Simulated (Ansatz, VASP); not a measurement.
# Cross-check of Na6Si5O13 (glassy 62SiO2-38Na2O (mol %)) between VASP and Ansatz, part 2 of 2

Aim: how closely do two programs agree when they are given the same cell, functional and k mesh? Of the first pair: The structure shown is the start of the Ansatz relaxation below; VASP solves that cell, so the two are compared at the walk's first step.

VASP 6.6.1 and Ansatz 0.2.0.

So far. Step 3 (VASP: single point, PBE, start cell, pair 1): The run ends at a pressure of 7.86 GPa, with forces up to 5.6 eV/Å.

## Step 5: Ansatz: relaxation, PBE

Level of this step: Ansatz beside VASP: Kohn-Sham DFT, plane waves, PBE (Ansatz).

This run makes the geometry at which the two programs are then compared. The cell compared in this pair holds 1311.62 Å³, against 1242.22 Å³ for the pair before.

The structure compared here is the end of the Ansatz relaxation.

File input.yaml:

```yaml
crystal:
  lattice:
    - [10.74979, 0.0, 0.0]
    - [0.0, 10.74979, 0.0]
    - [0.0, 0.0, 10.74979]
  atoms:
    - { symbol: Si, position: [0.50624, 0.69404, 0.26838] }
    - { symbol: Si, position: [0.66313, 0.53866, 0.62977] }
    - { symbol: Si, position: [0.73334, 0.10428, 0.61008] }
    - { symbol: Si, position: [0.66068, 0.47776, 0.14663] }
    - { symbol: Si, position: [0.06398, 0.06713, 0.85574] }
    - { symbol: Si, position: [0.48527, 0.81229, 0.01339] }
    - { symbol: Si, position: [0.45929, 0.38378, 0.49193] }
    - { symbol: Si, position: [0.0646, 0.73896, 0.48229] }
    - { symbol: Si, position: [0.80275, 0.02149, 0.33887] }
    - { symbol: Si, position: [0.03744, 0.7914, 0.92242] }
    - { symbol: Si, position: [0.8608, 0.36707, 0.50814] }
    - { symbol: Si, position: [0.30553, 0.68128, 0.83896] }
    - { symbol: Si, position: [0.96569, 0.2491, 0.26813] }
    - { symbol: Si, position: [0.59079, 0.22663, 0.28484] }
    - { symbol: Si, position: [0.65576, 0.38061, 0.87653] }
    - { symbol: Si, position: [0.84439, 0.2053, 0.01173] }
    - { symbol: Si, position: [0.39529, 0.22713, 0.86962] }
    - { symbol: Si, position: [0.19416, 0.43129, 0.89578] }
    - { symbol: Si, position: [0.29376, 0.04549, 0.04728] }
    - { symbol: Si, position: [0.43478, 0.12834, 0.61831] }
    - { symbol: Na, position: [0.62643, 0.04915, 0.90248] }
    - { symbol: Na, position: [0.20844, 0.90863, 0.677] }
    - { symbol: Na, position: [0.76134, 0.8907, 0.07198] }
    - { symbol: Na, position: [0.20472, 0.83093, 0.22734] }
    - { symbol: Na, position: [0.36532, 0.78276, 0.49732] }
    - { symbol: Na, position: [0.5464, 0.85416, 0.70583] }
    - { symbol: Na, position: [0.19151, 0.29996, 0.62379] }
    - { symbol: Na, position: [0.17689, 0.61458, 0.21806] }
    - { symbol: Na, position: [0.34198, 0.60345, 0.58239] }
    - { symbol: Na, position: [0.75508, 0.78434, 0.50062] }
[... 60 atom lines left out ...]
    - { symbol: O, position: [0.27908, 0.31275, 0.85684] }
    - { symbol: O, position: [0.52526, 0.30625, 0.85439] }
    - { symbol: O, position: [0.76481, 0.0568, 0.73832] }
    - { symbol: O, position: [0.56777, 0.73405, 0.39415] }
    - { symbol: O, position: [0.39961, 0.69776, 0.95642] }
    - { symbol: O, position: [0.56379, 0.3213, 0.41009] }
kpoints:
  mp_grid: { grid: [1, 1, 1] }
hamiltonian:
  xc: pbe
scf:
  occupations: { method: fixed }
output:
  forces: true
relax:
  f_tol: 0.05
  max_steps: 150
  cell: {}
```

Run with:

```sh
$ ansatz run input.yaml --threads 4 --pin off --max-ram 8192MiB --backend cpu --events-out ev --progress --plain --runs-dir out
```

Numbers of over 12 decimals in the logs are rounded to 6 here.

Log:

```text
[...]
Crystal: 96 atoms, lattice volume = 1242.224 Å³
Basis set: ecut = 420 eV, 24207 PW (Γ), exchange–correlation on 144×144×144 points (8 copies of the dense FFT grid, shifted against one another)
Bands: 400, of which v1, the nominal top of the filled ones, is band 304 counted from 1 (303 counted from 0)
Symmetry: 1 space group operations
[...]
k-points: 1
[...]
- { symbol: O, position: [0.689434, 0.132948, 0.305154] }
    - { symbol: O, position: [0.374797, 0.165740, 0.997813] }
    - { symbol: O, position: [0.118567, 0.857030, 0.389979] }
    - { symbol: O, position: [0.194775, 0.029675, 0.915939] }
    - { symbol: O, position: [0.362859, 0.765727, 0.725581] }
    - { symbol: O, position: [0.790968, 0.015919, 0.480231] }
[...]
- { symbol: O, position: [0.742283, 0.00500437, 0.713289] }
    - { symbol: O, position: [0.535782, 0.782000, 0.380632] }
    - { symbol: O, position: [0.378145, 0.710998, 0.962112] }
    - { symbol: O, position: [0.585129, 0.326543, 0.423927] }
[key lines of the parts left out:]
P = ⅓ Tr σ = 0.0050 GPa (0.050 kbar)
```

## Step 6: VASP: single point, PBE, relaxed cell, pair 2

The same cell, functional and mesh now go to VASP, with its own data sets.

File INCAR:

```
SYSTEM = Na6Si5O13
PREC = Accurate
ENCUT = 600
EDIFF = 1E-06
NELM = 120
ISMEAR = 0
SIGMA = 0.01
LREAL = Auto
ALGO = Normal
GGA = PE
NBANDS = 352
LORBIT = 11
LWAVE = .FALSE.
LCHARG = .FALSE.
ISIF = 2
LASPH = .TRUE.
GGA_COMPAT = .FALSE.
EFERMI = MIDGAP
NCORE = 2
```

File POSCAR:

```
Na6Si5O13
1.0
   10.8269240000     -0.0913440000      0.1129800000
   -0.0913440000     10.9619020000     -0.2327140000
    0.1129800000     -0.2327140000     11.0582420000
Si Na O
20 24 52
Direct
    0.4880300000      0.7056300000      0.2618700000
    0.6684800000      0.5190200000      0.6578700000
    0.7290200000      0.0884800000      0.6007500000
    0.6602800000      0.4876800000      0.1602000000
    0.0513200000      0.0458000000      0.8678500000
    0.4710300000      0.8203900000      0.0119200000
    0.4665900000      0.3763900000      0.5049500000
    0.0581000000      0.7298200000      0.4487300000
    0.8025800000      0.0429200000      0.3334700000
    0.0271400000      0.7797600000      0.9399300000
    0.8661300000      0.3437600000      0.5403600000
    0.2964500000      0.7017000000      0.8373100000
    0.9628800000      0.2616200000      0.2897500000
    0.5870300000      0.2444400000      0.2943300000
    0.6657600000      0.3770600000      0.9087100000
    0.8559800000      0.2015800000      0.0290100000
    0.4133100000      0.2259600000      0.8703600000
    0.2221700000      0.4410800000      0.8973900000
    0.2846900000      0.0487600000      0.0352100000
    0.4372500000      0.1213700000      0.6087600000
    0.6400700000      0.0541600000      0.8862300000
    0.2484400000      0.9391500000      0.7132900000
    0.7119500000      0.9103900000      0.0921800000
    0.2372100000      0.8499800000      0.2088000000
    0.3127500000      0.8083500000      0.4670000000
    0.5590200000      0.8295900000      0.7165100000
    0.1759900000      0.2709000000      0.6694100000
    0.1611700000      0.6146100000      0.1701300000
    0.3428900000      0.5942100000      0.5957900000
    0.7360800000      0.7993500000      0.4561400000
[... 60 atom lines left out ...]
    0.3136800000      0.3264100000      0.8374000000
    0.5577900000      0.2737700000      0.8855900000
    0.7422800000      0.0050000000      0.7132900000
    0.5357800000      0.7820000000      0.3806300000
    0.3781500000      0.7110000000      0.9621100000
    0.5851300000      0.3265400000      0.4239300000
```

File KPOINTS:

```
Automatic mesh
0
Gamma
1 1 1
0 0 0
```

Potentials, in the order of the species: Si, Na_pv and O (PBE family, release 64).

Run with:

```sh
$ mpirun -np 8 vasp_gam
```

Log:

```text
[... set-up lines as in an earlier step ...]
 entering main loop
       N       E                     dE             d eps       ncg     rms          rms(c)
DAV:   1     0.977610521873E+04    0.97761E+04   -0.30482E+05   704   0.211E+03
DAV:   2     0.123524838042E+04   -0.85409E+04   -0.81296E+04   752   0.580E+02
DAV:   3    -0.549703892909E+03   -0.17850E+04   -0.16876E+04   728   0.258E+02
DAV:   4    -0.717043421413E+03   -0.16734E+03   -0.16434E+03   864   0.823E+01
[...]
DAV:  19    -0.627618329771E+03   -0.41235E-05   -0.38328E-05   808   0.161E-02    0.575E-03
DAV:  20    -0.627618330878E+03   -0.11070E-05   -0.68117E-06   728   0.649E-03    0.529E-03
DAV:  21    -0.627618330797E+03    0.80421E-07   -0.72705E-07   488   0.319E-03
   1 F= -.62761833E+03 E0= -.62761833E+03  d E =0.000000E+00
```

From OUTCAR (step 6):

```text
  Total       -0.0627372     -0.4688950     -0.2286682      0.4056827      0.0240418      0.0946403
  in kB       -0.0766351     -0.5727676     -0.2793243      0.4955521      0.0293677      0.1156056
  external PRESSURE =      -0.3095757 kB  Pullay stress =       0.0000000 kB

 POSITION                                       TOTAL-FORCE (eV/Angst)
 -----------------------------------------------------------------------------------
      5.24899      7.62953      2.78675         0.053162     -0.034479     -0.031838
      7.26450      5.47529      7.22963         0.007888     -0.049842      0.011471
      7.95283      0.76351      6.70501         0.002044      0.045127     -0.043389
      7.12235      5.24831      1.73264        -0.066992     -0.027854     -0.012461
      0.64950      0.29541      9.59204        -0.008017      0.007152      0.052313
[...]
9.26891      8.66054      7.84762        -0.009839     -0.000033      0.006083
     10.27206      2.73329      8.61586        -0.001566      0.001615      0.001825
      7.65266      7.02332      9.84710         0.002002      0.002949      0.000959
      1.54407      2.96080      0.96904         0.001055     -0.003637      0.001251
      0.04641     10.57050      5.68480         0.000074      0.010273      0.005100
      5.44986     10.76611      3.85158        -0.003497     -0.002985      0.001344
      0.50675      6.14267      7.65096        -0.002699     -0.003331      0.000726
      0.24783     10.42915      2.14078         0.004062     -0.003719      0.004357
[...]
-----------------------------------------------------------------------------------
    total drift:                               -0.024404     -0.000851     -0.007928

  FREE ENERGIE OF THE ION-ELECTRON SYSTEM (eV)
  ---------------------------------------------------
  free  energy   TOTEN  =      -627.6183307974 eV

  energy  without entropy=     -627.6183307974  energy(sigma->0) =     -627.61833080

[... 1 part as in an earlier step ...]

[... 2 further parts left out ...]
[key lines of the parts left out:]
E-fermi :   3.4821
```

The run ends at a pressure of -0.03 GPa, with forces up to 0.11 eV/Å.

## Step 7: Comparison

What differs besides the data sets and the points named for the pairs above, as far as they apply: the data sets hold 608 valence electrons in Ansatz (on its default PAW (the set named soft_2) files) and 560 in VASP; the cutoff is 420 eV in Ansatz and 600 eV in VASP (PREC = Accurate, projectors in real space). Total energies have different zeros and are not compared.

Both answers:

| quantity | Ansatz | VASP | difference |
| --- | --- | --- | --- |
| pressure (GPa) | 0.00 | -0.03 | +0.04 |
| gap on the k mesh (eV) | 2.629 | 2.615 | +0.015 |

Forces on 7 of the 96 atoms, those with the largest forces and the largest differences (eV/Å; atoms numbered as in POSCAR):

| atom | Ansatz x, y, z | VASP x, y, z |
| --- | --- | --- |
| Si14 | -0.003, -0.003, -0.001 | 0.098, 0.004, -0.021 |
| Si16 | -0.001, 0.000, 0.000 | 0.054, 0.095, -0.023 |
| O53 | 0.000, -0.001, -0.001 | 0.084, 0.009, 0.027 |
| O54 | 0.000, 0.000, 0.000 | -0.083, -0.038, -0.015 |
| O58 | 0.000, 0.002, 0.000 | -0.053, -0.064, -0.045 |
| O78 | 0.001, 0.000, -0.001 | -0.061, -0.065, 0.016 |
| O93 | 0.000, -0.001, -0.001 | 0.011, -0.054, 0.069 |

The forces differ by 28 meV/Å r.m.s., where the r.m.s. force is 0.001 eV/Å in Ansatz and 0.028 eV/Å in VASP: the atoms lie near their places of rest in Ansatz, so a percentage would say little (all taken over all components). A gap on the mesh is an upper bound, since the band edges may lie between its points.

## Step 8: What came out

| Property | Result |
| --- | --- |
| r.m.s. force difference (single point, PBE, start cell, pair 1) | 2.0 % of the r.m.s. force |
| r.m.s. force difference (single point, PBE, relaxed cell, pair 2) | 28 meV/Å |

What this shows: The r.m.s. force difference is 28 meV/Å (single point, PBE, relaxed cell, pair 2), beyond the 12 meV/Å picked in this series as the mark of a large difference. The data sets hold unlike numbers of valence electrons (608 in Ansatz and 560 in VASP), so part of the differences comes from the potentials. What causes the difference of the single point, PBE, relaxed cell, pair 2 pair stays open here. Such differences can come from data sets, numerical settings and the points named under the comparisons, not from the functional's error against experiment.

[Lines on the potential files, build, host, timing and source positions are cut from VASP's logs without a mark.]

[Logs are printed without paths, hosts, clocks, repeated set-up lines and the standing remarks that a program may print on its own settings, such as how far it seeks lower states.]

[Hosts, paths, dates, database ids (printed as entryN), source tags and the programs' standing remarks are cut or masked in the printed files.]
